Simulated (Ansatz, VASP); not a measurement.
# PbO in two plane-wave programs

Wanted: the spread between two codes on one cell, functional and k mesh. The cell is generated by rule, not measured, and may not be a known phase. The cell is taken from a series of runs on this material, whose earlier steps may have relaxed, scaled, displaced or heated it; both programs get it as it stands.

Method: plane waves, with VASP 6.6.1 beside it; relaxation of cell and atoms at LDA, in Ansatz 0.2.0.

## 1. The starting structure

The structure is cubic, space group Pm-3m (No. 221). The conventional cell has a = 3.124 Å, b = 3.124 Å, c = 3.124 Å, α = 90.00°, β = 90.00°, γ = 90.00°. Nearest to Pb lie 8 O at 2.71 Å. O has 8 Pb at 2.71 Å nearest. Farther neighbours and most contacts between anions are not listed.

## 2. Ansatz: relaxation of cell and atoms, LDA, pair 1

Ansatz runs on its default PAW (the set named soft_2) files.

The relaxed volume is the usual yardstick between codes: in a stiff, nearly cubic crystal its relative difference is about their pressure difference at one cell divided by the bulk modulus.

File input.yaml:

```yaml
crystal:
  lattice:
    - [3.1240326287, 0.0, 0.0]
    - [0.0, 3.1240326287, 0.0]
    - [0.0, 0.0, 3.1240326287]
  atoms:
    - { symbol: Pb, position: [0.0, 0.0, 0.0] }
    - { symbol: O, position: [0.5, 0.5, 0.5] }
kpoints:
  mp_grid: { grid: [10, 10, 10] }
hamiltonian:
  xc: lda
scf:
  occupations: { method: gaussian, width: 0.02 }
output:
  forces: true
  stress: true
  eigenvalues: true
relax:
  adjacent_minimum: "off"
  f_tol: 0.005
  max_steps: 80
  cell: { stress_tol: 0.05 }
```

On the command line:

```console
ansatz run input.yaml --threads 4 --pin off --max-ram 7168MiB --backend cpu --events-out ev --progress --plain --runs-dir out
```

Numbers of over 12 decimals in the logs are rounded to 6 here.

Log:

```text
Engine: ansatz 0.2.0, aarch64-unknown-linux-gnu
Pseudopotentials: kind: paw
Pseudopotential: Pb, paw, valence charge 14, recommended cutoff 420 eV (normal), Pb.paw.azcp
Pseudopotential: O, paw, valence charge 6, recommended cutoff 420 eV (normal), O.paw.azcp
Functional definition: SPW92
  exchange = slater_x
  correlation = pw_c
Crystal: 2 atoms, lattice volume = 30.489 Å³
Basis set: ecut = 420 eV, 619 PW (Γ)
Bands: 14, of which v1, the nominal top of the filled ones, is band 10 counted from 1 (9 counted from 0)
Symmetry: 48 space group operations
Space group: Pm-3m (ITA 221), of the structure as read, at distance tolerance 3.1e-5 Å
k-points: 56 of 1000
Non-local potential: Pb, projectors of the file, l = 0: 2, l = 1: 2, l = 2: 2, l = 3: 2
Non-local potential: O, projectors of the file, l = 0: 2, l = 1: 2, l = 2: 1
PAW form: soft (Blöchl's): semilocal exchange-correlation on the pseudo side does not see the compensation charge
PAW frozen core: Pb, regenerated for the run's functional, and the local potential with it (the file was generated under x = pbe(κ = 0.804, μ = 0.219515), c = pbe(β = 0.066725))
PAW frozen core: O, regenerated for the run's functional, and the local potential with it (the file was generated under x = pbe(κ = 0.804, μ = 0.219515), c = pbe(β = 0.066725))
PAW one-centre angular grid: Pb, 590 points (default); XC on 64 Gauss nodes
PAW one-centre angular grid: O, 110 points (default); XC on 64 Gauss nodes
Initial density: superposition of atomic densities (neutral atoms: chi_scale 0, normalization atom), corrected by the library's trained network
Initial wavefunctions: pseudopotential atomic-orbital guess
Functional: x = slater, c = lda
SCF iter   1: F=—  HF=-12156.380636 eV  |F-HF|=—  |Δ(HF+E_count)|=         —  Δρ=1.33e-2  dr2=5.00e-2  ethr=1.77e-3  ⟨swp⟩=6.3  Hψ=4598  notcnv=0
preconditioner: auto → none  [insulator: Δε(μ)=0.256 eV  Ē_g=18.002 eV  σ=0.020 eV  W_gap=1.00  n_scr=6 (ndim 8)  ℏωp=30.1 eV  f_vac=0.000  D(μ)=0.00/eV (n_scr^D=0)  ε∞_Penn≈3.8]
SCF iter   2: F=—  HF=-12156.369801 eV  |F-HF|=—  |Δ(HF+E_count)|=   1.08e-2  Δρ=4.53e-3  dr2=7.49e-3  ethr=2.50e-4  ⟨swp⟩=2.0  Hψ=1462  notcnv=0
SCF iter   3: F=—  HF=-12156.368293 eV  |F-HF|=—  |Δ(HF+E_count)|=   1.51e-3  Δρ=7.58e-4  dr2=1.77e-4  ethr=3.75e-5  ⟨swp⟩=2.1  Hψ=1025  notcnv=0
SCF iter   4: F=—  HF=-12156.368259 eV  |F-HF|=—  |Δ(HF+E_count)|=   3.47e-5  Δρ=1.14e-4  dr2=1.76e-6  ethr=8.84e-7  ⟨swp⟩=1.5  Hψ=846  notcnv=0
SCF iter   5: F=—  HF=-12156.368260 eV  |F-HF|=—  |Δ(HF+E_count)|=   1.21e-6  Δρ=1.81e-5  dr2=4.74e-8  ethr=8.82e-9  ⟨swp⟩=2.2  Hψ=1031  notcnv=0
SCF iter   6: F=-12156.368260 eV  HF=-12156.368260 eV  |F-HF|=1.95e-10  |Δ(HF+E_count)|=   2.47e-8  Δρ=1.06e-6  dr2=2.41e-10  ethr=2.37e-10  ⟨swp⟩=3.2  Hψ=3451  notcnv=0
SCF 1 converged in 6 iterations: F = -12156.368260 eV  dr2 = 2.41e-10
  greatest PAW one-centre occupation: 0.982 electrons in one spin orbital (limit 2), on the Pb atom at site 0 (counted from 0), in its partial waves of l = 2
relax step   1: F+E_penalty+E_count = -12156.36825993 eV  Δ(F+E_penalty+E_count) = +0.000e0 eV  max|allowed force component| = 6.837e-30 eV/Å  Δτ_max = 0.0000 Å  P = +0.016 GPa  Ω = 30.489 Å³  (6 SCF iters, dr2 threshold 1.00e-7 eV, accepted)
Initial density: handed on by an earlier stage of this run
Initial wavefunctions: pseudopotential atomic-orbital guess (no wavefunctions were taken with the density)
iter 1 solved again at ethr=7.23e-8 eV; its pass at ethr=3.10e-3 eV (dr2=1.45e-5 eV) is discarded
SCF iter   1: F=—  HF=-12156.368262 eV  |F-HF|=—  |Δ(HF+E_count)|=         —  Δρ=1.74e-6  dr2=7.03e-10  ethr=7.23e-8  ⟨swp⟩=3.2  Hψ=7135  notcnv=0
eigensolver tolerance schedule: the retry pair's looser diagonalisation over-reported the residual by 20578.62 of it (diagonalisation noise at 0.92 of the residual, at the tolerance the schedule requests for it); recorded, not acted on — ethr = c·dr2/N_el stays at c = 1.0e-1
preconditioner: auto → none  [insulator: Δε(μ)=0.277 eV  Ē_g=18.063 eV  σ=0.020 eV  W_gap=1.00  n_scr=6 (ndim 8)  ℏωp=30.1 eV  f_vac=0.000  D(μ)=0.00/eV (n_scr^D=0)  ε∞_Penn≈3.8]
SCF iter   2: F=—  HF=-12156.368260 eV  |F-HF|=—  |Δ(HF+E_count)|=   2.13e-6  Δρ=3.44e-7  dr2=2.30e-11  ethr=3.51e-12  ⟨swp⟩=3.1  Hψ=1717  notcnv=0
iter 3 did not close the SCF: its close was put off for the readings that it lacked (scf_convergence_deferred on its scf_iter line)
SCF iter   3: F=-12156.368260 eV  HF=-12156.368260 eV  |F-HF|=5.46e-12  |Δ(HF+E_count)|=  3.64e-12  Δρ=1.76e-7  dr2=4.57e-12  ethr=1.00e-12  ⟨swp⟩=1.0  Hψ=785  notcnv=0
iter 4 did not close the SCF: its close was put off for the readings that it lacked (scf_convergence_deferred on its scf_iter line)
SCF iter   4: F=-12156.368260 eV  HF=-12156.368260 eV  |F-HF|=0.00e0  |Δ(HF+E_count)|=  3.64e-12  Δρ=3.94e-8  dr2=3.46e-13  ethr=1.00e-12  ⟨swp⟩=1.0  Hψ=784  notcnv=0
iter 5 did not close the SCF: its close was put off for the readings that it lacked (scf_convergence_deferred on its scf_iter line)
SCF iter   5: F=-12156.368260 eV  HF=-12156.368260 eV  |F-HF|=3.64e-12  |Δ(HF+E_count)|=  3.64e-12  Δρ=1.66e-8  dr2=6.15e-14  ethr=1.00e-12  ⟨swp⟩=1.0  Hψ=784  notcnv=0
iter 6 did not close the SCF: its close was put off for the readings that it lacked (scf_convergence_deferred on its scf_iter line)
SCF iter   6: F=-12156.368260 eV  HF=-12156.368260 eV  |F-HF|=1.82e-12  |Δ(HF+E_count)|=  5.46e-12  Δρ=5.26e-9  dr2=6.63e-15  ethr=1.00e-12  ⟨swp⟩=1.0  Hψ=784  notcnv=0
SCF iter   7: F=-12156.368260 eV  HF=-12156.368260 eV  |F-HF|=7.28e-12  |Δ(HF+E_count)|=  3.64e-12  Δρ=6.71e-10  dr2=1.11e-16  ethr=1.00e-12  ⟨swp⟩=3.1  Hψ=2754  notcnv=0
SCF 2 converged in 7 iterations: F = -12156.368260 eV  dr2 = 1.11e-16
relax step   2: F+E_penalty+E_count = -12156.36825993 eV  Δ(F+E_penalty+E_count) = -1.528e-10 eV  max|allowed force component| = 8.875e-30 eV/Å  Δτ_max = 0.0000 Å  P = +0.016 GPa  Ω = 30.489 Å³  stress off target by 1.64e-2 GPa  SCF on the basis re-selected at this cell (its energy is not comparable with the rows above)  (7 SCF iters)
basis re-selected at this cell: Δ(F+E_penalty+E_count) = -1.528e-10 eV, ΔP = -0.000 GPa vs the last step (what re-selecting the basis moved, of the pressure what is left beyond the Pulay correction that the steps carried, after the strain that the cell walked since its last selection, with what the two solves' SCF thresholds leave and, on support functions, any second-order correction that the steps lacked; it is no  [...]
SCF converged after 7 iterations
Free energy (F): -12156.368260 eV
Harris-Foulkes:  -12156.368260 eV  (|F-HF|=7.28e-12)
Internal energy: -12156.368260 eV  (E = F + TS)
E sigma→0 (E₀):  -12156.368260 eV
Fermi energy:    12.277643 eV
--- Per-component energies (eV) ---
  E_band       = 15.805912
  E_kinetic    = 461.276699
  E_local      = -1056.592202  (includes V_loc(G=0)·N_el)
  E_nonlocal   = 404.196900
  E_hartree    = 401.625521
  E_xc         = -293.199699
  E_vxc        = -228.575989  (∫ρ·V_xc dr)
  E_paw        = -10246.154487  (= ΣΔE_a)
  E_vpaw       = -367.752996  (= ΣTr[D̂ρ^β])
  E_aug_tail   = 0.002459  (compensation charges beyond the density's cutoff)
  E_ewald      = -1827.542658
  E_core_change = 0.019208  (= ΣΔE_core)
  E_smearing   = -0.000000  (= −TS)
  E_closure    = 0.000000  (closes the sum)
  Σ components = -12156.368260   (vs F -12156.368260, Δ=0.00e0)
--- Forces (eV/Å), atoms counted from 1 ---
  atom   1  Pb    -0.00000000     0.00000000     0.00000000
  atom   2  O      0.00000000    -0.00000000    -0.00000000
  max |Σ_I F_I| component: 1.28e-29 eV/Å
--- Stress (GPa, compression-positive) ---
        0.016398       0.000000       0.000000
        0.000000       0.016398       0.000000
        0.000000       0.000000       0.016398
  P = ⅓ Tr σ = 0.0164 GPa (0.164 kbar)
--- Band table (eV; the first three rows and the last of 56) ---
  k-point 0: bands = [... 6 lower, 3.6721, 9.9722, 9.9722, 9.9722, 20.9789, 20.9789, 20.9789, 21.8787]
  k-point 1: bands = [... 6 lower, 3.5657, 10.0033, 10.0527, 10.0527, 19.2888, 20.9170, 20.9170, 21.9373]
  k-point 2: bands = [... 6 lower, 3.2856, 10.1284, 10.2690, 10.2690, 17.1427, 20.7252, 20.7252, 22.1103]
  k-point 55: bands = [... 6 lower, 8.9187, 9.5479, 9.5479, 9.5479, 12.5585, 12.5585, 12.5585, 25.6910]
--- Relaxed structure (1 steps of the walk, 1 accepted, 1 SCFs on fresh bases) ---
  F+E_penalty+E_count = -12156.36825993 eV   max|allowed force component| = 8.875e-30 eV/Å   (the final SCF, on the basis selected at the relaxed cell)
  cell:  # Å, volume = 30.4892 Å³
    - [3.1240326287, 0.0, 0.0]
    - [0.0, 3.1240326287, 0.0]
    - [0.0, 0.0, 3.1240326287]
  atoms:
    - { symbol: Pb, position: [0.0, 0.0, 0.0] }
    - { symbol: O, position: [0.5, 0.5, 0.5] }
```

## 3. VASP: relaxation of cell and atoms, LDA, pair 1

The same cell, functional (in two slightly different forms), mesh and smearing now go to VASP, with its own data sets.

Lines of VASP's logs that name or quote its potential files are left out, and so is its time.

File INCAR:

```
SYSTEM = PbO
PREC = Accurate
ENCUT = 600
EDIFF = 1E-07
NELM = 120
ISMEAR = 0
SIGMA = 0.02
LREAL = .FALSE.
ALGO = Normal
GGA = PW92
NBANDS = 16
LORBIT = 11
LWAVE = .FALSE.
LCHARG = .FALSE.
ISIF = 3
IBRION = 2
NSW = 80
EDIFFG = -0.005
LASPH = .TRUE.
GGA_COMPAT = .FALSE.
NELMIN = 4
EFERMI = MIDGAP
KPAR = 2
```

File POSCAR:

```
PbO
1.0
    3.1240330000      0.0000000000      0.0000000000
    0.0000000000      3.1240330000      0.0000000000
    0.0000000000      0.0000000000      3.1240330000
Pb O
1 1
Direct
    0.0000000000      0.0000000000      0.0000000000
    0.5000000000      0.5000000000      0.5000000000
```

File KPOINTS:

```
Automatic mesh
0
Gamma
10 10 10
0 0 0
```

Potentials, in the order of the species: Pb_d and O (LDA family, release 64).

On the command line:

```console
mpirun -np 2 vasp_std
```

Log:

```text
[banner, memory and clock lines left out]
running    2 mpi-ranks, on    1 nodes
 distrk:  each k-point on    1 cores,    2 groups
 distr:  one band on    1 cores,    1 groups

 POSCAR found type information on POSCAR PbO
 POSCAR found :  2 types and       2 ions
|                                                                             |
|               ----> ADVICE to this user running VASP <----                  |
|                                                                             |
|     You enforced a specific xc type in the INCAR file but a different       |
|     [... a line on the potential file left out ...]
|     I HOPE YOU KNOW WHAT YOU ARE DOING!                                     |
|                                                                             |

 LDA part: xc-table for (Slater(with rela. corr.)+PW92), standard interpolation
 POSCAR, INCAR and KPOINTS ok, starting setup
 FFT: planning ... GRIDC
 FFT: planning ... GRID_SOFT
 FFT: planning ... GRID
 WAVECAR not read
 entering main loop
       N       E                     dE             d eps       ncg     rms          rms(c)
DAV:   1     0.172156064630E+03    0.17216E+03   -0.11630E+04  1832   0.173E+03
DAV:   2    -0.215103928479E+01   -0.17431E+03   -0.16721E+03  1992   0.408E+02
DAV:   3    -0.131230995281E+02   -0.10972E+02   -0.10930E+02  2192   0.102E+02
DAV:   4    -0.133212022497E+02   -0.19810E+00   -0.19806E+00  2136   0.144E+01
DAV:   5    -0.133284241390E+02   -0.72219E-02   -0.72218E-02  2440   0.265E+00    0.802E+00
DAV:   6    -0.116056943151E+02    0.17227E+01   -0.12129E+01  2416   0.304E+01    0.475E+00
DAV:   7    -0.113189304422E+02    0.28676E+00   -0.16304E+00  2024   0.111E+01    0.139E+00
DAV:   8    -0.113132331178E+02    0.56973E-02   -0.43420E-01  2272   0.677E+00    0.115E+00
DAV:   9    -0.112853893833E+02    0.27844E-01   -0.49618E-02  2248   0.289E+00    0.141E-01
DAV:  10    -0.112855864975E+02   -0.19711E-03   -0.42123E-03  2216   0.575E-01    0.117E-01
DAV:  11    -0.112854487042E+02    0.13779E-03   -0.17158E-03  1888   0.330E-01    0.745E-02
DAV:  12    -0.112853667489E+02    0.81955E-04   -0.18248E-04  2024   0.112E-01    0.300E-03
DAV:  13    -0.112853668412E+02   -0.92344E-07   -0.20149E-06  2352   0.121E-02    0.159E-03
DAV:  14    -0.112853667938E+02    0.47405E-07   -0.13214E-07  1520   0.362E-03
   1 F= -.11285367E+02 E0= -.11285367E+02  d E =-.112854E+02
 curvature:   0.00 expect dE= 0.000E+00 dE for cont linesearch  0.000E+00
 trial: gam= 0.00000 g(F)=  0.000E+00 g(S)=  0.944E-04 ort = 0.000E+00 (trialstep = 0.100E+01)
 search vector abs. value=  0.944E-04
 bond charge predicted
       N       E                     dE             d eps       ncg     rms          rms(c)
DAV:   1    -0.112867989504E+02   -0.14321E-02   -0.36867E-02  2064   0.381E+00    0.235E-01
DAV:   2    -0.112856013793E+02    0.11976E-02   -0.41440E-03  1888   0.892E-01    0.744E-02
DAV:   3    -0.112854138771E+02    0.18750E-03   -0.73546E-04  2392   0.552E-01    0.373E-02
DAV:   4    -0.112853828406E+02    0.31037E-04   -0.15330E-04  2360   0.201E-01    0.659E-03
DAV:   5    -0.112853833260E+02   -0.48539E-06   -0.70525E-06  2200   0.249E-02    0.361E-03
DAV:   6    -0.112853835000E+02   -0.17396E-06   -0.12752E-06  1928   0.135E-02    0.847E-04
DAV:   7    -0.112853834983E+02    0.16671E-08   -0.81555E-08  1768   0.398E-03
   2 F= -.11285383E+02 E0= -.11285383E+02  d E =-.167045E-04
 trial-energy change:   -0.000017  1 .order   -0.000016   -0.000094    0.000063
 step:   0.6090(harm=  0.5994)  dis= 0.00000  next Energy=   -11.285396 (dE=-0.290E-04)
 bond charge predicted
       N       E                     dE             d eps       ncg     rms          rms(c)
DAV:   1    -0.112856118623E+02   -0.22836E-03   -0.56121E-03  2088   0.148E+00    0.918E-02
DAV:   2    -0.112854286263E+02    0.18324E-03   -0.63258E-04  1880   0.349E-01    0.291E-02
DAV:   3    -0.112854000179E+02    0.28608E-04   -0.11201E-04  2376   0.215E-01    0.145E-02
DAV:   4    -0.112853953178E+02    0.47000E-05   -0.23256E-05  2344   0.782E-02    0.258E-03
DAV:   5    -0.112853953921E+02   -0.74283E-07   -0.10656E-06  2120   0.967E-03    0.140E-03
DAV:   6    -0.112853954194E+02   -0.27270E-07   -0.19232E-07  1912   0.528E-03
   3 F= -.11285395E+02 E0= -.11285395E+02  d E =-.286256E-04
 curvature:  -0.30 expect dE=-0.936E-07 dE for cont linesearch -0.936E-07
 trial: gam= 0.00000 g(F)=  0.384E-65 g(S)=  0.313E-06 ort =-0.543E-05 (trialstep = 0.922E+00)
 search vector abs. value=  0.313E-06
 reached required accuracy - stopping structural energy minimisation
```

Parts of OUTCAR (step 3):

```text
ion  position               nearest neighbor table
   1  0.000  0.000  0.000-   2 2.71   2 2.71   2 2.71   2 2.71   2 2.71   2 2.71   2 2.71   2 2.71

  LATTYP: Found a simple cubic cell.
 ALAT       =     3.1240330000

 Subroutine GETGRP returns: Found 48 space group operations
 (whereof 48 operations were pure point group operations)

The static configuration has the point symmetry O_h .

 Found     56 irreducible k-points:

   k-points           NKPTS =     56   k-points in BZ     NKDIM =     56   number of bands    NBANDS=     16

   dimension x,y,z NGX =    28 NGY =   28 NGZ =   28
   dimension x,y,z NGXF=    56 NGYF=   56 NGZF=   56

   ENCUT  =  600.0 eV  44.10 Ry    6.64 a.u.   6.24  6.24  6.24*2*pi/ulx,y,z

   NELECT =      20.0000    total number of electrons

 k-points in reciprocal lattice and weights: Automatic mesh
   0.00000000  0.00000000  0.00000000       0.001
   0.10000000  0.00000000  0.00000000       0.006
   0.20000000  0.00000000  0.00000000       0.006
   0.30000000  0.00000000  0.00000000       0.006
   0.40000000  0.00000000  0.00000000       0.006
   0.50000000  0.00000000  0.00000000       0.003
   0.10000000  0.10000000  0.00000000       0.012
   0.20000000  0.10000000  0.00000000       0.024
   0.30000000  0.10000000  0.00000000       0.024
[...]
0.50000000  0.50000000  0.40000000       0.006
   0.50000000  0.50000000  0.50000000       0.001

 average (electrostatic) potential at core
       1 -89.1424       2 -67.4190

 E-fermi :   7.9390

 k-point     1 :       0.0000    0.0000    0.0000
  band No.  band energies     occupation
    ...
      6      -8.4170      2.00000
      7      -0.6444      2.00000
      8       5.6181      2.00000
      9       5.6181      2.00000
     10       5.6181      2.00000
     11      16.6241      0.00000
     12      16.6241      0.00000
     13      16.6241      0.00000
     14      17.4881      0.00000
     15      17.4881      0.00000
    ...

 k-point     2 :       0.1000    0.0000    0.0000
  band No.  band energies     occupation
    ...
      6      -8.4151      2.00000
      7      -0.7513      2.00000
      8       5.6494      2.00000
      9       5.6983      2.00000
     10       5.6983      2.00000
     11      14.9264      0.00000
     12      16.5618      0.00000
     13      16.5618      0.00000
     14      17.5472      0.00000
     15      18.9719      0.00000
    ...

 k-point     3 :       0.2000    0.0000    0.0000
  band No.  band energies     occupation
    ...
      6      -8.4102      2.00000
      7      -1.0331      2.00000
      8       5.7755      2.00000
      9       5.9136      2.00000
     10       5.9136      2.00000
     11      12.7858      0.00000
     12      16.3690      0.00000
     13      16.3690      0.00000
     14      17.7222      0.00000
     15      20.6497      0.00000
    ...

  Total       -0.0020783     -0.0020783     -0.0020783      0.0000000      0.0000000      0.0000000
  in kB       -0.1090405     -0.1090405     -0.1090405      0.0000000      0.0000000      0.0000000
  external PRESSURE =      -0.1090405 kB  Pullay stress =       0.0000000 kB

  energy-cutoff  :      600.00
  volume of cell :       30.54
      direct lattice vectors                 reciprocal lattice vectors
     3.125690200 -0.000000000 -0.000000000     0.319929339  0.000000000 -0.000000000
    -0.000000000  3.125690200  0.000000000     0.000000000  0.319929339  0.000000000
     0.000000000 -0.000000000  3.125690200     0.000000000 -0.000000000  0.319929339

 POSITION                                       TOTAL-FORCE (eV/Angst)
 -----------------------------------------------------------------------------------
      0.00000      0.00000      0.00000         0.000000      0.000000      0.000000
      1.56285      1.56285      1.56285        -0.000000     -0.000000      0.000000
 -----------------------------------------------------------------------------------
    total drift:                               -0.000000      0.000000      0.000000

  FREE ENERGIE OF THE ION-ELECTRON SYSTEM (eV)
  ---------------------------------------------------
  free  energy   TOTEN  =       -11.2853954194 eV

  energy  without entropy=      -11.2853954194  energy(sigma->0) =      -11.28539542

 reached required accuracy - stopping structural energy minimisation

 total charge
# of ion       s       p       d       tot
------------------------------------------
    1        1.494   0.516   9.863  11.873
    2        1.573   3.279   0.000   4.851
--------------------------------------------------
tot          3.067   3.795   9.863  16.724

[... 3 further parts left out ...]
```

The run keeps the 48 symmetry operations of its start, so it cannot find a distortion of lower symmetry.

## 4. Side by side

Known differences besides the potentials themselves: the cutoff is 420 eV in Ansatz and 600 eV in VASP; VASP's log shows a relativistic correction to its local exchange, Ansatz's none; Ansatz adds a Pulay correction to the stress that steers its cell, VASP none. Total energies have different zeros and are not compared.

The two programs side by side:

| quantity | Ansatz | VASP | difference |
| --- | --- | --- | --- |
| volume (Å³) | 30.49 | 30.54 | -0.16 % |
| edge a after relaxation, in the typed setting (Å) | 3.124 | 3.126 | -0.05 % |

(Continued in part 2 of 2.)

[Lines on the potential files, build, host, timing and source positions are cut from VASP's logs without a mark.]

[Logs are printed without paths, hosts, clocks, repeated set-up lines and the standing remarks that a program may print on its own settings, such as how far it seeks lower states.]

[Hosts, paths, dates, database ids (printed as entryN), source tags and the programs' standing remarks are cut or masked in the printed files.]
